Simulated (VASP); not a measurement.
VASP ran on this input.

POSCAR:
```
TiN
1
    0.0000000000     2.0773723283     2.0773723283
    2.0773723283     0.0000000000     2.0773723283
    2.0773723283     2.0773723283     0.0000000000
Ti N
1 1
Direct
  0.0000000000   0.0000000000   0.0000000000
  0.5000000000   0.5000000000   0.5000000000
```

INCAR:
```
ALGO  =  Normal
EDIFF  =  1E-6
EDIFFG  =  -0.02
ENCUT  =  620
IBRION  =  2
ISIF  =  3
ISMEAR  =  1
LASPH  =  T
LCHARG  =  F
LMAXMIX  =  4
LREAL  =  F
LWAVE  =  F
NELM  =  100
NSW  =  40
PREC  =  Accurate
PSTRESS  =  100
SIGMA  =  0.1
SYSTEM  =  TiN
```

KPOINTS:
```
Automatic mesh
0
Gamma
15 15 15
0 0 0
```

POTCAR, in this order: Ti_sv N (LDA.64 set). Program: vasp_std.

### Question
Translate this LDA calculation to Ansatz.

### Answer
One equivalent input (not run):
Ansatz 0.2 input:
```yaml
crystal:
  lattice:
    - [0.0000000, 2.0773723, 2.0773723]
    - [2.0773723, 0.0000000, 2.0773723]
    - [2.0773723, 2.0773723, 0.0000000]
  atoms:
    - { symbol: Ti, position: [0.0000000, 0.0000000, 0.0000000] }
    - { symbol: N, position: [0.5000000, 0.5000000, 0.5000000] }
kpoints:
  mp_grid: { grid: [15, 15, 15] }
hamiltonian:
  xc: lda
  pseudopotentials: { kind: paw }
scf:
  occupations: { method: methfessel_paxton, width: 0.1 }
  max_iter: 100
relax:
  max_steps: 40
  f_tol: 0.02
  cell: { p_target: 10 }
output: { forces: true, stress: true, eigenvalues: true }
```
What does not carry over: each code has its own PAW files, so the cut-off isn't converted (ENCUT is set for VASP's; basis.ecutwfc is left out, and Ansatz then takes the one that its files recommend); Ansatz stops its SCF on the density residual and VASP on the energy change (EDIFF); Ansatz's lda is the Perdew-Wang form, while the LDA potentials of VASP carry Perdew-Zunger's.

The compound is TiN in the rock salt structure. This run relaxes it under an external pressure of 10 GPa. Symmetry was kept, so distortions that lower it aren't found.
